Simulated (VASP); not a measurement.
OSZICAR of a VASP run on FeAl (CsCl type):

File OSZICAR:
```
       N       E                     dE             d eps       ncg     rms          rms(c)
DAV:   1     0.365065841246E+02    0.36507E+02   -0.50043E+03  2176   0.121E+03
DAV:   2    -0.752818642908E+01   -0.44035E+02   -0.42532E+02  2160   0.177E+02
DAV:   3    -0.871314220009E+01   -0.11850E+01   -0.11651E+01  2531   0.404E+01
DAV:   4    -0.873933810687E+01   -0.26196E-01   -0.26148E-01  2769   0.538E+00
DAV:   5    -0.873998200872E+01   -0.64390E-03   -0.64281E-03  2605   0.763E-01    0.118E+01
DAV:   6    -0.104747328904E+02   -0.17348E+01   -0.57543E+01  2520   0.118E+02    0.160E+01
DAV:   7    -0.735920681533E+01    0.31155E+01   -0.29313E+01  2445   0.747E+01    0.218E+00
DAV:   8    -0.733854154446E+01    0.20665E-01   -0.17387E-01  2444   0.530E+00    0.117E+00
DAV:   9    -0.732996971194E+01    0.85718E-02   -0.34023E-02  2611   0.309E+00    0.290E-01
DAV:  10    -0.732998786293E+01   -0.18151E-04   -0.13197E-03  2635   0.438E-01    0.352E-02
DAV:  11    -0.732995042138E+01    0.37442E-04   -0.10263E-04  2670   0.116E-01    0.752E-03
DAV:  12    -0.732994917528E+01    0.12461E-05   -0.25267E-06  2422   0.167E-02    0.538E-03
DAV:  13    -0.732994957820E+01   -0.40292E-06   -0.69027E-07  2102   0.842E-03    0.176E-03
DAV:  14    -0.732994993136E+01   -0.35316E-06   -0.13141E-07  1280   0.339E-03    0.424E-04
DAV:  15    -0.732994996512E+01   -0.33760E-07   -0.17277E-08  1150   0.200E-03
   1 F= -.73299500E+01 E0= -.73299500E+01  d E =0.000000E+00
```

Question: Which electronic solver shows in the log?

Answer: It is blocked Davidson (ALGO = Normal, or the opening steps of other solvers). The INCAR had ALGO = Normal.

Question: How was spin treated?

Answer: Without spin polarisation: there is no mag entry.

Question: Can the final energy be trusted as converged?

Answer: Self-consistency was reached. It stopped with EDIFF = 1E-7, NELM = 100 (vdW-DF2, plane waves, VASP's PBE PAW potentials (set 64)).

The compound is FeAl in the CsCl type structure. It was relaxed first. The run is not spin-polarised, so no magnetic state was tried. The electron count is odd and the run is not spin-polarised, which forces a metal.
